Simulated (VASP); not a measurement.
The system is RuSe.

```
Ru Se
1.0
     5.35523    2.67762    2.67762
     2.67762    5.35523    2.67762
     2.67762    2.67762    5.35523
Ru Se
2 2
Cartesian
  2.6776 2.6776 2.6776
  8.0328 8.0328 8.0328
  0.0000 0.0000 0.0000
  5.3552 5.3552 5.3552
```

The cell comes from a database or a generator and needn't be the stable form of this composition.

Base run:

| Quantity | Value |
| --- | --- |
| Program | VASP 6.6.1 |
| Functional | LDA |
| Potentials or basis | VASP PAW LDA potentials, release 64 (Ru_pv, Se) |
| Cutoff | 520 eV |
| k mesh | 6 × 6 × 6 |
| Occupations | gaussian, width 0.05 eV |
| Spin | collinear spin, ferrimagnetic start |
| Starting moments | [1.0, -0.5, 0.0, 0.0] μB |
| Hubbard terms | Ru d U = 2 eV |

Its results: band gap on the k mesh none (metal or under the smearing width); pressure -18.3 GPa; net moment 2.41 μB per cell; site moments Ru +1.10, +1.07; Se +0.04 μB.

**Question.** The run is repeated on the same cell with these changes: hubbard terms from Ru d U = 2 eV to none; further incar settings from ALGO = Normal; EDIFF = 1e-07 to ALGO = Normal; EDIFF = 1e-06. What comes out?

**Answer.** Band gap on the k mesh none (metal or under the smearing width); pressure -20.6 GPa; net moment 0.00 μB per cell; site moments Ru +0.03, -0.03; Se -0.00 μB.

Caveats: so large a pressure means that the cell lies far from this level's equilibrium, or that cutoff or potentials fall short (some runs).

Not every run made on this cell is shown here.
